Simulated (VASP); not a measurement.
Here is the system:

```xyz
2
Lattice="0.0000 2.9951 2.9951 2.9951 0.0000 2.9951 2.9951 2.9951 0.0000" Properties=species:S:1:pos:R:3 pbc="T T T"
Ga     0.0000     0.0000     0.0000
Sb     1.4976     1.4976     1.4976
```

Calculation: PBE GGA with D4 dispersion, VASP's PBE PAW potentials (set 64) (plane waves; VASP 6.6.1). Settings: 520 eV cut-off, 10×10×10 Γ-centred mesh, first-order Methfessel-Paxton smearing of 0.10 eV, potentials Ga_d Sb.

Q: Give the stress tensor in GPa (positive for a compressed cell).

A: 
```
3.70  0.00  0.00
0.00  3.70  0.00
0.00  0.00  3.70
```
The pressure is its mean diagonal, 3.70 GPa.

The compound is GaSb in the zinc blende structure. This cell is one point of a volume scan, at 0.94 of the reference volume.
